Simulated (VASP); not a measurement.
```
CELL_PARAMETERS angstrom
      3.00900     0.00000     0.00000
      0.00000     3.00900     0.00000
      0.00000     0.00000     3.00900
ATOMIC_POSITIONS crystal
  Zn 0.50000 0.50000 0.50000
  Cu 0.00000 0.00000 0.00000
```

The base run (VASP): PBE GGA, plane waves, VASP's PBE PAW potentials (set 64). Settings: 400 eV cut-off, 11×11×11 Γ-centred mesh, first-order Methfessel-Paxton smearing of 0.10 eV, potentials Zn Cu.

One setting is varied; ΔE counts from the base run. The base run took about 30 core-seconds. Costs are core time on shared hosts, one run each; read them as rough ratios.

Pressures at a finite cut-off, here 400 eV, hold a Pulay part, which wasn't tested here.

```
setting                               cost over the base run  electronic steps  ΔE (meV/atom)  pressure (GPa)
------------------------------------  ----------------------  ----------------  -------------  --------------
KPOINTS 6×6×6 Monkhorst-Pack mesh                  about 1/3                12          -30.4           -5.16
KPOINTS 5×5×5 Monkhorst-Pack mesh                  about 1/2                13           -6.0           -4.20
KPOINTS 8×8×8 Monkhorst-Pack mesh       within a factor of 2                12           10.3           -4.93
base run                                           reference                12            0.0           -5.05
KPOINTS 12×12×12 Monkhorst-Pack mesh    within a factor of 2                12           -0.5           -5.08
```

Left out are runs that failed, have no time on record or changed the cell.

The compound is CuZn in the CsCl type structure. The cell was not relaxed at this level.
